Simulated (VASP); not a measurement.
An input for Ansatz (written as the equivalent of a VASP run, and not itself run):

Ansatz 0.2 input:
```yaml
crystal:
  lattice:
    - [0.0000000, 2.9227693, 2.9227693]
    - [2.9227693, 0.0000000, 2.9227693]
    - [2.9227693, 2.9227693, 0.0000000]
  atoms:
    - { symbol: Pb, position: [0.0000000, 0.0000000, 0.0000000] }
    - { symbol: S, position: [0.5000000, 0.5000000, 0.5000000] }
kpoints:
  mp_grid: { grid: [7, 7, 7] }
hamiltonian:
  xc: lda
  pseudopotentials: { kind: paw }
scf:
  occupations: { method: gaussian, width: 0.05 }
  max_iter: 100
relax:
  max_steps: 30
  f_tol: 0.001
output: { forces: true, stress: true, eigenvalues: true }
```

Question: Translate this input to VASP (INCAR, KPOINTS, POSCAR, choice of POTCAR).

Answer: This is not unique; one that fits is 
File POSCAR:
```
PbS
1.0
  0.0000000000   2.9227693173   2.9227693173
  2.9227693173   0.0000000000   2.9227693173
  2.9227693173   2.9227693173   0.0000000000
Pb S
1 1
Cartesian
  0.0000000000   0.0000000000   0.0000000000
  2.9227693173   2.9227693173   2.9227693173
```

File KPOINTS:
```
Automatic mesh
0
Gamma
7 7 7
0 0 0
```

INCAR:
```
ALGO = Normal
EDIFF = 1E-8
EDIFFG = -0.001
ENCUT = 400
IBRION = 1
ISIF = 2
ISMEAR = 0
LASPH = .TRUE.
LCHARG = .FALSE.
LMAXMIX = 4
LREAL = .FALSE.
LWAVE = .FALSE.
NELM = 100
NSW = 30
PREC = Accurate
SIGMA = 0.05
SYSTEM = PbS
```

POTCAR, in this order: Pb_d S (LDA.64 set). Program: vasp_std.

The two are equivalent in intent, not identical: each code has its own PAW files, so the cut-off isn't converted (ENCUT is set for VASP's; basis.ecutwfc is left out, and Ansatz then takes the one that its files recommend); Ansatz stops its SCF on the density residual and VASP on the energy change (EDIFF); Ansatz's lda is the Perdew-Wang form, while the LDA potentials of VASP carry Perdew-Zunger's.

The compound is PbS in the rock salt structure. It was relaxed first. The start is the result of an earlier pass.
